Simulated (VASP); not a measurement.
Consider the following.

```
TaAs
1.0
    3.20312     0.00000     0.00000
    0.00000     3.20312     0.00000
    0.00000     0.00000     3.20312
Ta As
1 1
Direct
  0.00000   0.00000   0.00000
  0.50000   0.50000   0.50000
```

The numbers are results of r2SCAN meta-GGA, VASP's PBE PAW potentials (set 64) (plane waves; VASP), not measurements. Numerical set-up: 400 eV cut-off, 13×13×13 Γ-centred mesh, tetrahedra with Blöchl corrections, potentials Ta_pv As.

Unless said otherwise, spin-orbit coupling is left out, though it shifts the bands of the heavy elements here.

Q: What does the run give for the energy per atom (σ→0), band gap (over mesh and band path) with the smallest direct gap where there is one?

A: 
| Property | Value |
|---|---|
| band gap (over mesh and band path) | none (metal, semimetal or under 0.01 eV) |
| energy per atom (σ→0) | -31.922 eV/atom |

The structure was generated: TaAs was put into the CsCl type (Pm-3m), which need not be its known phase. It was relaxed first.
